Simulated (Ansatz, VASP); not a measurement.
**TiC in two plane-wave programs**

Wanted: the spread between two codes on one cell, functional and k mesh. The cell is taken from a series of runs on this material, whose earlier steps may have relaxed, scaled, displaced or heated it; both programs get it as it stands.

Main program and level: Ansatz 0.2.0; plane waves, with VASP 6.6.1 beside it; zone-centre phonons at LDA.

### 1. Set-up

It takes space group I4/mmm (No. 139, tetragonal). Conventional cell: a = 3.007 Å, b = 3.007 Å, c = 4.303 Å, α = 90.00°, β = 90.00°, γ = 90.00°. C has 6 Ti at 2.13 to 2.15 Å nearest. Nearest to Ti lie 6 C at 2.13 to 2.15 Å. Farther neighbours are not listed.

### 2. Ansatz: zone-centre phonons, LDA, pair 1

Ansatz runs on its PAW soft_1 files.

Second derivatives magnify differences that forces hide, and they need a tight electronic threshold.

The input, input.yaml:

```yaml
crystal:
  lattice:
    - [0.0, 2.1265740758, 2.1517175125]
    - [2.1265740758, 0.0, 2.1517175125]
    - [2.1265740758, 2.1265740758, 0.0]
  atoms:
    - { symbol: C, position: [0.5, 0.5, 0.5] }
    - { symbol: Ti, position: [0.0, 0.0, 0.0] }
kpoints:
  mp_grid: { grid: [16, 16, 16] }
hamiltonian:
  xc: lda
  pseudopotentials: { kind: paw, azcp: { folder: soft_1 }, xc_functional: pbe }
scf:
  occupations: { method: methfessel_paxton, width: 0.2 }
output:
  eigenvalues: true
phonons:
  method: dfpt
```

Started as:

```console
$ ansatz run input.yaml --threads 4 --pin off --max-ram 10240MiB --backend cpu --events-out ev --progress --plain --runs-dir out
```

Numbers of over 12 decimals in the logs are rounded to 6 here.

The log of the run:

```text
zone centre: on kpoints.mp_grid the ground state, and the responses unless they are solved on pairs of k-points, stand on 621 of the mesh's 4096 k-points, reduced under 8 symmetry operations, with k and −k counted as one. Each operation leaves every solved displacement unchanged or reverses it
Engine: ansatz 0.2.0, x86_64-unknown-linux-gnu
Pseudopotentials: kind: paw
Pseudopotential: C, paw, valence charge 4, recommended cutoff 420 eV (normal), soft_1/C.paw.azcp
Pseudopotential: Ti, paw, valence charge 12, recommended cutoff 420 eV (normal), soft_1/Ti.paw.azcp
Functional definition: SPW92
  exchange = slater_x
  correlation = pw_c
Crystal: 2 atoms, lattice volume = 19.461 Å³
Basis set: ecut = 420 eV, 363 PW (Γ), exchange–correlation on 48×48×48 points (8 copies of the dense FFT grid, shifted against one another)
Bands: 12, of which v1, the nominal top of the filled ones, is band 8 counted from 1 (7 counted from 0)
Symmetry: 16 space group operations
k-points: 621 of 4096 (irreducible under 8 space group operations)
Non-local potential: C, projectors of the file, l = 0: 2, l = 1: 2, l = 2: 1
Non-local potential: Ti, projectors of the file, l = 0: 3, l = 1: 2, l = 2: 3, l = 3: 1
PAW form: soft (Blöchl's): semilocal exchange-correlation on the pseudo side does not see the compensation charge
PAW frozen core: C, regenerated for the run's functional, and the local potential with it (the file was generated under x = pbe(κ = 0.804, μ = 0.219515), c = pbe(β = 0.066725))
PAW frozen core: Ti, regenerated for the run's functional, and the local potential with it (the file was generated under x = pbe(κ = 0.804, μ = 0.219515), c = pbe(β = 0.066725))
PAW one-centre angular grid: C, 110 points (default); XC on 64 Gauss nodes
PAW one-centre angular grid: Ti, 590 points (default); XC on 64 Gauss nodes
Initial density: superposition of atomic densities (chi_scale 0.1, normalization cell, long waves kept (reshape's long-wave potential 0.00 eV rms))
Initial wavefunctions: pseudopotential atomic-orbital guess
Functional: x = slater, c = lda
SCF iter   1: F=—  HF=-2696.226137 eV  |F-HF|=—  |Δ(HF+E_count)|=         —  Δρ=1.44e-1  dr2=5.13e0  ethr=3.10e-3  ⟨swp⟩=4.3  Hψ=35916  notcnv=0
preconditioner: auto → none  [metal: Δε(μ)=0.076 eV  Ē_g=20.365 eV  σ=0.200 eV  W_gap=0.31  n_scr=8 (ndim 8)  ℏωp=31.5 eV  f_vac=0.000  D(μ)=0.21/eV (n_scr^D=0)  sad-step TF]
SCF iter   2: F=—  HF=-2695.696114 eV  |F-HF|=—  |Δ(HF+E_count)|=   5.30e-1  S|Δr|=    0.00e0  Δρ=9.97e-2  dr2=2.52e0  ethr=3.10e-3  ⟨swp⟩=2.0  Hψ=14745  notcnv=0
SCF iter   3: F=—  HF=-2695.189198 eV  |F-HF|=—  |Δ(HF+E_count)|=   5.07e-1  S|Δr|=    0.00e0  Δρ=1.14e-2  dr2=1.72e-2  ethr=3.10e-3  ⟨swp⟩=2.7  Hψ=15213  notcnv=0
SCF iter   4: F=—  HF=-2695.183043 eV  |F-HF|=—  |Δ(HF+E_count)|=   6.15e-3  S|Δr|=    0.00e0  Δρ=1.45e-3  dr2=1.38e-4  ethr=1.08e-4  ⟨swp⟩=2.6  Hψ=18439  notcnv=0
SCF iter   5: F=—  HF=-2695.183228 eV  |F-HF|=—  |Δ(HF+E_count)|=   1.86e-4  S|Δr|=    0.00e0  Δρ=3.36e-4  dr2=1.49e-5  ethr=8.64e-7  ⟨swp⟩=2.0  Hψ=9944  notcnv=0
SCF iter   6: F=—  HF=-2695.183226 eV  |F-HF|=—  |Δ(HF+E_count)|=   2.24e-6  S|Δr|=    0.00e0  Δρ=2.56e-5  dr2=1.02e-7  ethr=9.32e-8  ⟨swp⟩=2.0  Hψ=11820  notcnv=0
SCF iter   7: F=—  HF=-2695.183227 eV  |F-HF|=—  |Δ(HF+E_count)|=   5.53e-7  S|Δr|=    0.00e0  Δρ=1.94e-6  dr2=4.67e-10  ethr=6.35e-10  ⟨swp⟩=3.0  Hψ=12326  notcnv=0
SCF iter   8: F=—  HF=-2695.183227 eV  |F-HF|=—  |Δ(HF+E_count)|=  1.88e-10  S|Δr|=    0.00e0  Δρ=5.67e-7  dr2=5.98e-11  ethr=1.00e-12  ⟨swp⟩=5.7  Hψ=28308  notcnv=0
SCF iter   9: F=-2695.183227 eV  HF=-2695.183227 eV  |F-HF|=4.55e-13  |Δ(HF+E_count)|=  2.27e-11  S|Δr|=    0.00e0  Δρ=4.55e-8  dr2=4.92e-13  ethr=1.00e-12  ⟨swp⟩=5.0  Hψ=26667  notcnv=0
the search or the solves at the SCF's close seem to have found levels that the self-consistency loop had missed (the run counts 1). By its estimate they hold under 1e-12 electrons; where the run keeps them, the occupations were computed again with them
SCF 1 converged in 9 iterations: F = -2695.183227 eV  dr2 = 4.92e-13
  greatest PAW one-centre occupation: 0.998 electrons in one spin orbital (limit 2), on the Ti atom at site 1 (counted from 0), in its partial waves of l = 0
DFPT response loops at Γ: preconditioner auto → Kerker (q_TF=auto, 2.641 Å⁻¹) (partly filled bands, converged f_vac=0.000); β = 1.00, the filter's whole step (`scf.mixing.beta` (0.50) is not read by the response loops under this deck's `scf.mixing.preconditioner`; to damp them name `kerker` or `kerker_dos`, under which they read `scf.mixing.beta`, and type it under 1.00, their step now; both keys bind the ground state too); Broyden in place of MSR1
SCF converged after 9 iterations
Stability not checked: this state was not tested for a lower state beside it, because cold or Methfessel-Paxton smearing, or corrected tetrahedra, fill the levels in a way that the test cannot read (fill_not_monotonic; see scf.lower_state_search)
Free energy (F): -2695.183227 eV
Harris-Foulkes:  -2695.183227 eV  (|F-HF|=4.55e-13)
Internal energy: -2695.183013 eV  (E = F + TS)
E sigma→0 (E₀):  -2695.183173 eV
Entropy (-TS):   -0.000214 eV (-0.107 meV/atom)
Fermi energy:    15.045650 eV
Step filling:    the computed levels leave a gap of 0.0060 eV = 0.0 smearing widths at the electron count; against every level under it full and every level over it empty, smearing changes F+E_penalty+E_count by -0.191 meV and its σ→0 estimate by -0.138 meV
--- Per-component energies (eV) ---
  E_band       = -101.672549
  E_kinetic    = 368.336971
  E_local      = -808.591154  (includes V_loc(G=0)·N_el)
  E_nonlocal   = 88.578627
  E_hartree    = 318.677169
  E_xc         = -163.928303
  E_vxc        = -205.558673  (∫ρ·V_xc dr)
  E_paw        = -1085.327266  (= ΣΔE_a)
  E_vpaw       = -181.792609  (= ΣTr[D̂ρ^β])
  E_aug_tail   = -0.000069  (compensation charges beyond the density's cutoff)
  E_ewald      = -1413.317770
  E_core_change = 0.388783  (= ΣΔE_core)
  E_smearing   = -0.000214  (= −TS)
  E_closure    = -0.000000  (closes the sum)
  Σ components = -2695.183227   (vs F -2695.183227, Δ=0.00e0)
--- Band table (eV; the first three rows and the last of 621) ---
  k-point 0: bands = [... 4 lower, 2.6419, 15.6466, 15.7392, 15.7392, 16.7711, 16.8233, 16.8233, 16.8234]
  k-point 1: bands = [... 4 lower, 2.7361, 15.2604, 15.4873, 15.5568, 16.0909, 16.1251, 17.0517, 17.8527]
  k-point 2: bands = [... 4 lower, 3.0125, 14.3766, 14.7160, 14.7735, 16.1536, 16.1832, 17.4038, 18.9607]
  k-point 620: bands = [... 4 lower, 4.9346, 11.5633, 13.2694, 15.1452, 15.1452, 17.9453, 18.7491, 18.7491]
--- Phonons (Γ-DFPT): 4 representative perturbations + reference, on 621 of 4096 k-points (Σ response iterations 12) ---
  k mesh reduced under 8 symmetry operations, with k and −k counted as one. Each operation leaves every solved displacement unchanged or reverses it
  ASR residual: 2.193e-5 → 0.000e0 eV/Å²; symmetrization residual: 6.232e-7 eV/Å²
  ASR residual per site (eV/Å²): 8.88e-6 2.19e-5
  Γ frequencies (cm⁻¹): 0.00 0.00 0.00 529.67 558.00 558.00
  non-analytic LO–TO correction: not included (Born effective charges unavailable; polar crystals: no LO–TO splitting at Γ)
```

(Part 1 of 3 ends here.)

[Lines on the potential files, build, host, timing and source positions are cut from VASP's logs without a mark.]

[Logs are printed without paths, hosts, clocks, repeated set-up lines and the standing remarks that a program may print on its own settings, such as how far it seeks lower states.]

[Hosts, paths, dates, database ids (printed as entryN), source tags and the programs' standing remarks are cut or masked in the printed files.]
